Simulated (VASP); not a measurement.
A VASP calculation is set up with these files.

File KPOINTS:
```
Automatic
0
G
  6 6 6
0 0 0
```

**INCAR**
```
# general
SYSTEM   =  ZnHgS2
PREC     =  Accurate
ENCUT    =  400   # plane-wave cut-off (eV)
LREAL    =  F   # projection in real space or not
LASPH    =  T

# electronic loop
EDIFF    =  1E-6   # SCF stop (eV)
NELM     =  100
ALGO     =  Normal
LMAXMIX  =  6

# smearing
ISMEAR   =  0   # Gaussian
SIGMA    =  0.05   # width (eV)

# functional
GGA      =  PE   # PBE

# output
LWAVE    =  F
LCHARG   =  T
```

POSCAR:
```
ZnHgS2
1
    2.0158308523     1.1638409080     6.6439470994
   -2.0158308523     1.1638409080     6.6439470994
    0.0000000000    -2.3276808183     6.6439470996
Zn Hg S
1 1 2
Direct
  0.4991762077   0.4991762077   0.4991762077
  0.0028940578   0.0028940578   0.0028940578
  0.1312558929   0.1312558929   0.1312558929
  0.6166578416   0.6166578416   0.6166578416
```

POTCAR, in this order: Zn Hg S (PBE.64 set). Program: vasp_std.

### Question
Translate this PBE calculation to Quantum ESPRESSO's pw.x.

### Answer
One equivalent input (not run):
```
&CONTROL
  calculation = 'scf'
  pseudo_dir = './pseudo'
  outdir = './out'
  tprnfor = .true.
  tstress = .true.
/
&SYSTEM
  ibrav = 0
  nat = 4
  ntyp = 3
  ecutwfc = 84
  occupations = 'smearing'
  smearing = 'gaussian'
  degauss = 0.003675
  input_dft = 'pbe'
/
&ELECTRONS
  conv_thr = 7.3e-08
  electron_maxstep = 100
/
ATOMIC_SPECIES
  Zn 65.380 Zn.upf
  Hg 200.592 Hg.upf
  S 32.060 S.upf
CELL_PARAMETERS angstrom
     2.0158309    1.1638409    6.6439471
    -2.0158309    1.1638409    6.6439471
     0.0000000   -2.3276808    6.6439471
ATOMIC_POSITIONS crystal
  Zn   0.4991762  0.4991762  0.4991762
  Hg   0.0028941  0.0028941  0.0028941
  S    0.1312559  0.1312559  0.1312559
  S    0.6166578  0.6166578  0.6166578
K_POINTS automatic
  6 6 6 0 0 0
```
Limits of the translation: the potentials are each code's own (VASP's PAW set, PseudoDojo norm-conserving files in pw.x), so ENCUT and ecutwfc are chosen apart and not converted; conv_thr bounds pw.x's estimated SCF error, while EDIFF bounds the energy change between steps.

The structure comes from a computed database's ZnHgS2 entry (R3m); how it stands against other phases isn't given here. It was relaxed first.
